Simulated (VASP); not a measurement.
Data:

```xyz
71
Lattice="4.6933 -8.1290 0.0000 4.6933 8.1290 0.0000 0.0000 0.0000 10.0192" Properties=species:S:1:pos:R:3 pbc="T T T"
Al     1.5635    -0.9014     2.4955
Al     1.5566     0.9002    10.0130
Al     1.5581    -0.9060     7.5216
Al     1.5542     0.8803     5.0260
Al     3.1302     1.8048     2.4796
Al     3.1252     3.6189    10.0131
Al     3.1014     1.8200     7.5075
Al     3.1419     3.6312     5.0255
Al     4.6900     4.5151     2.4955
Al     4.6912     6.3220     0.0047
Al     4.6902     4.5192     7.5217
Al     4.6906     6.3234     5.0062
Al     3.1240    -3.6108     2.4996
Al     3.1214    -1.8113    10.0142
Al     3.1285    -3.6153     7.5152
Al     3.1022    -1.8006     5.0263
Al     4.6903    -0.8971     2.4817
Al     4.6911     0.9030     9.9910
Al     4.6904    -0.9329     7.5087
Al     6.2512     1.8048     2.4799
Al     6.2563     3.6190    10.0134
Al     6.2799     1.8199     7.5077
Al     6.2381     3.6308     5.0258
Al     4.6912    -6.3245     2.5001
Al     4.6909    -4.5163     0.0032
Al     4.6905    -6.3201     7.5151
Al     4.6904    -4.5151     5.0014
Al     6.2580    -3.6100     2.5000
Al     6.2601    -1.8109    10.0142
Al     6.2521    -3.6149     7.5154
Al     6.2787    -1.7999     5.0261
Al     7.8183    -0.9016     2.4954
Al     7.8262     0.9010    10.0136
Al     7.8228    -0.9060     7.5215
Al     7.8266     0.8808     5.0257
N      1.5561    -0.9059     4.4191
N      1.5584     0.8990     1.9009
N      1.5590    -0.9058     9.4300
N      1.5539     0.8973     6.9320
N      2.9462     1.9104     4.3536
N      3.1286     3.6189     1.9011
N      3.1150     1.8130     9.4344
N      3.1265     3.6212     6.9316
N      4.6901     4.5235     4.4191
N      4.6912     6.3232     1.9171
N      4.6904     4.5193     9.4302
N      4.6906     6.3218     6.9246
N      3.1234    -3.6106     4.4186
N      3.1203    -1.8070     1.9019
N      3.1299    -3.6154     9.4273
N      3.1175    -1.8112     6.9326
N      4.6900    -1.1080     4.3558
N      4.6909     0.9042     1.8998
N      4.6908    -0.9172     9.4357
N      4.6907     0.9024     7.1668
N      6.4350     1.9103     4.3538
N      6.2529     3.6193     1.9013
N      6.2672     1.8126     9.4346
N      6.2534     3.6213     6.9315
N      4.6905    -6.3246     4.4192
N      4.6910    -4.5151     1.9196
N      4.6913    -6.3191     9.4272
N      4.6907    -4.5166     6.9207
N      6.2574    -3.6103     4.4187
N      6.2606    -1.8059     1.9019
N      6.2518    -3.6150     9.4272
N      6.2633    -1.8107     6.9323
N      7.8253    -0.9062     4.4189
N      7.8236     0.8998     1.9013
N      7.8230    -0.9054     9.4300
N      7.8269     0.8969     6.9318
```

Method: HSE06 screened hybrid, VASP's PBE PAW potentials (set 64) (plane waves; VASP). Settings: PREC = Normal, LREAL = Auto, ISYM = 0, EDIFF = 1E-5, 400 eV cut-off, 1×1×1 Γ-centred mesh, Gaussian smearing of 0.050 eV, potentials Al N. Starting moments (MAGMOM): 71*0.0423. The cell's moment is fixed (NUPDOWN = 3).

The supercell is sampled at Γ alone, which is coarse: total energies, pressure and levels can be off, energies of defects by several tenths of an eV.

### Question
Estimate the cell moment, energy per atom (σ→0).

### Answer

```
Item                                    Value
---------------------  ----------------------
cell moment                           3.00 μB
energy per atom (σ→0)  -833.2 kJ/mol of atoms
```

### Question
Give the moment on each site (PAW-sphere projection).

### Answer

| site | moment (μB) |
|---|---|
| Al1 | 0.00 |
| Al2 | 0.00 |
| Al3 | 0.00 |
| Al4 | -0.01 |
| Al5 | -0.01 |
| Al6 | 0.00 |
| Al7 | -0.01 |
| Al8 | -0.01 |
| Al9 | 0.00 |
| Al10 | 0.00 |
| Al11 | 0.00 |
| Al12 | 0.00 |
| Al13 | 0.00 |
| Al14 | 0.00 |
| Al15 | 0.00 |
| Al16 | -0.01 |
| Al17 | -0.01 |
| Al18 | 0.00 |
| Al19 | -0.01 |
| Al20 | -0.01 |
| Al21 | 0.00 |
| Al22 | -0.01 |
| Al23 | -0.01 |
| Al24 | 0.00 |
| Al25 | 0.00 |
| Al26 | 0.00 |
| Al27 | 0.00 |
| Al28 | 0.00 |
| Al29 | 0.00 |
| Al30 | 0.00 |
| Al31 | -0.01 |
| Al32 | 0.00 |
| Al33 | 0.00 |
| Al34 | 0.00 |
| Al35 | -0.01 |
| N36 | 0.00 |
| N37 | 0.01 |
| N38 | 0.00 |
| N39 | 0.00 |
| N40 | 0.45 |
| N41 | 0.01 |
| N42 | 0.03 |
| N43 | 0.00 |
| N44 | 0.00 |
| N45 | 0.00 |
| N46 | 0.00 |
| N47 | 0.00 |
| N48 | 0.06 |
| N49 | 0.01 |
| N50 | 0.00 |
| N51 | 0.00 |
| N52 | 0.45 |
| N53 | 0.01 |
| N54 | 0.03 |
| N55 | 0.47 |
| N56 | 0.45 |
| N57 | 0.01 |
| N58 | 0.03 |
| N59 | 0.00 |
| N60 | 0.06 |
| N61 | 0.00 |
| N62 | 0.00 |
| N63 | 0.00 |
| N64 | 0.06 |
| N65 | 0.01 |
| N66 | 0.00 |
| N67 | 0.00 |
| N68 | 0.00 |
| N69 | 0.01 |
| N70 | 0.00 |
| N71 | 0.00 |

The cell is a supercell with a defect, built from AlN (wurtzite): vac_Al. The cell's shape comes from a PBE relaxation.
